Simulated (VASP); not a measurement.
# ErO (P6_3/mmc) in VASP: reference runs, part 2 of 2

VASP 6.6.1. Earlier steps stand in the parts before.

## 3. Single point, PBE, collinear spin, ferromagnetic start

Input file INCAR:

```
SYSTEM = ErO
PREC = Accurate
ENCUT = 520
EDIFF = 1E-7
ISMEAR = -1
SIGMA = 0.05
LREAL = .FALSE.
LASPH = .TRUE.
NELM = 150
ALGO = Normal
ISIF = 2
LWAVE = .FALSE.
LCHARG = .FALSE.
ISPIN = 2
MAGMOM = 3 3 0 0
LORBIT = 11
LMAXMIX = 6
GGA = PE
NBANDS = 40
```

Input file KPOINTS:

```
regular mesh
0
G
  8 8 6
  0 0 0
```

Input file POSCAR:

```
ErO
1.0
    3.9632456893      0.0000000000      0.0000000000
   -1.9816228447      3.4322714484      0.0000000000
    0.0000000000      0.0000000000      4.7608200000
Er O
2 2
Direct
    0.6666666667      0.3333333333      0.2500000000
    0.3333333333      0.6666666667      0.7500000000
    0.6666666667      0.3333333333      0.7500000000
    0.3333333333      0.6666666667      0.2500000000
```

Potentials or basis: VASP PAW PBE potentials, release 64 (Er, O).

Started as:

```console
cat potpaw_PBE.64/Er/POTCAR potpaw_PBE.64/O/POTCAR > POTCAR
mpirun -np 1 vasp_std > vasp.out
```

OUTCAR:

```text
SYSTEM = ErO
   PREC = Accurate
   ENCUT = 520
   EDIFF = 1E-7
   ISMEAR = -1
   LREAL = .FALSE.
   LASPH = .TRUE.
   NELM = 150
   ISIF = 2
   ISPIN = 2
   LORBIT = 11
   GGA = PE

 ion  position               nearest neighbor table
   1  0.667  0.333  0.250-   4 2.29   4 2.29   4 2.29   3 2.38   3 2.38   2 3.30   2 3.30   2 3.30
                             2 3.30   2 3.30   2 3.30
   2  0.333  0.667  0.750-   3 2.29   3 2.29   3 2.29   4 2.38   4 2.38   1 3.30   1 3.30   1 3.30
                             1 3.30   1 3.30   1 3.30
   3  0.667  0.333  0.750-   2 2.29   2 2.29   2 2.29   1 2.38   1 2.38
   4  0.333  0.667  0.250-   1 2.29   1 2.29   1 2.29   2 2.38   2 2.38

  LATTYP: Found a hexagonal cell.
 ALAT       =     3.9632456893
 C/A-ratio  =     1.2012427120

  Lattice vectors:

 A1 = (   3.9632456893,   0.0000000000,   0.0000000000)
 A2 = (  -1.9816228447,   3.4322714484,   0.0000000000)
 A3 = (   0.0000000000,   0.0000000000,   4.7608200000)

Analysis of symmetry for initial positions (statically):
=====================================================================
 Subroutine PRICEL returns:
 Original cell was already a primitive cell.

 Routine SETGRP: Setting up the symmetry group for a
 hexagonal supercell.

 Subroutine GETGRP returns: Found 24 space group operations
 (whereof 12 operations were pure point group operations)
 out of a pool of 24 trial point group operations.

The static configuration has the point symmetry D_3d.
 The point group associated with its full space group is D_6h.

Analysis of symmetry for dynamics (positions and initial velocities):
=====================================================================
 Subroutine PRICEL returns:
 Original cell was already a primitive cell.

 Routine SETGRP: Setting up the symmetry group for a
 hexagonal supercell.

 Subroutine GETGRP returns: Found 24 space group operations
[... 167 lines left out ...]
  ---------------------------------------------------
  free energy    TOTEN  =       -31.61432914 eV

  energy without entropy =      -31.52906567  energy(sigma->0) =      -31.57169740

 E-fermi :   4.3075     XC(G=0): -10.9841

 val. band max:        4.3061655283   @ k =   0.3750   0.2500   0.3333
 cond. band min:       4.3085666811   @ k =   0.3750   0.0000   0.0000
 fundamental gap:      0.0024011528
 Fermi energy:         4.3074616201

 spin component 1

 k-point     1 :       0.0000    0.0000    0.0000
  band No.  band energies     occupation
      1     -45.1342      1.00000
      2     -45.0179      1.00000
      3     -19.8707      1.00000
      4     -19.3643      1.00000
      5     -19.3643      1.00000
      6     -19.0377      1.00000
[... 1021 lines left out ...]
     39      10.6083      0.00000
     40      10.7034      0.00000

 [... further k-points ...]

 spin component 2

 k-point     1 :       0.0000    0.0000    0.0000
  band No.  band energies     occupation
      1     -44.1154      1.00000
      2     -43.9873      1.00000
      3     -19.2156      1.00000
      4     -18.7226      1.00000
      5     -18.7226      1.00000
      6     -18.3706      1.00000
[... 1021 lines left out ...]
     39      10.6185      0.00000
     40      10.8452      0.00000

 [... further k-points ...]
[... 5 lines left out ...]
  --------------------------------------------------------------------------------------
  -------------------------------------------------------------------------------------
  Total        1.5385585      1.5385585      2.4928436     -0.0000000      0.0000000      0.0000000
  in kB       38.0636309     38.0636309     61.6724551     -0.0000000      0.0000000      0.0000000
  external PRESSURE =      45.9332390 kB  Pullay stress =       0.0000000 kB

 VOLUME and BASIS-vectors are now :
 -----------------------------------------------------------------------------
  energy-cutoff  :      520.00
  volume of cell :       64.76
      direct lattice vectors                 reciprocal lattice vectors
     3.963245689  0.000000000  0.000000000     0.252318448  0.145676124  0.000000000
    -1.981622845  3.432271448  0.000000000     0.000000000  0.291352247  0.000000000
     0.000000000  0.000000000  4.760820000     0.000000000  0.000000000  0.210047849

 POSITION                                       TOTAL-FORCE (eV/Angst)
 -----------------------------------------------------------------------------------
      1.98162      1.14409      1.19020        -0.000000      0.000000     -0.000000
     -0.00000      2.28818      3.57062         0.000000      0.000000     -0.000000
      1.98162      1.14409      3.57062         0.000000      0.000000      0.000000
     -0.00000      2.28818      1.19020        -0.000000      0.000000      0.000000
 -----------------------------------------------------------------------------------
    total drift:                               -0.000000      0.000000     -0.000000

  FREE ENERGIE OF THE ION-ELECTRON SYSTEM (eV)
  ---------------------------------------------------
  free  energy   TOTEN  =       -31.6143291403 eV

  energy  without entropy=      -31.5290656690  energy(sigma->0) =      -31.57169740

 total charge

# of ion       s       p       d       f       tot
--------------------------------------------------
    1        2.066   5.826   0.450  11.414  19.755
    2        2.066   5.826   0.450  11.414  19.755
    3        1.560   3.468   0.000   0.000   5.028
    4        1.560   3.468   0.000   0.000   5.028
--------------------------------------------------
tot          7.251  18.588   0.899  22.827  49.565

 magnetization (x)

# of ion       s       p       d       f       tot
--------------------------------------------------
    1       -0.004  -0.028  -0.040   2.394   2.322
    2       -0.004  -0.028  -0.040   2.394   2.322
    3       -0.003  -0.019   0.000   0.000  -0.022
    4       -0.003  -0.019   0.000   0.000  -0.022
--------------------------------------------------
tot         -0.013  -0.094  -0.080   4.787   4.600
```

It took 7.9 min on 1 thread of Intel Xeon 6975P-C (Granite Rapids), shared host; peak memory 0.32 GiB.

Results:

- Free energy: -31.6143 eV
- Pressure: 4.6 GPa
- Band gap on the k mesh: none (metal or under the smearing width)
- Net moment: 4.19 μB per cell
- Site moments: Er +2.32; O -0.02 μB
- Valence electrons inside the program's atomic spheres: Er 19.75; O 5.03

Stress tensor (GPa, compression positive):
```
3.81 0.00 0.00
0.00 3.81 0.00
0.00 0.00 6.17
```

Caveat: the magnetic or orbital state may not be the lowest; spin-orbit coupling is left out, which moves the levels of the heavy elements; without U or exact exchange the open f shell lies at the Fermi level, which spoils levels, moments and volumes.
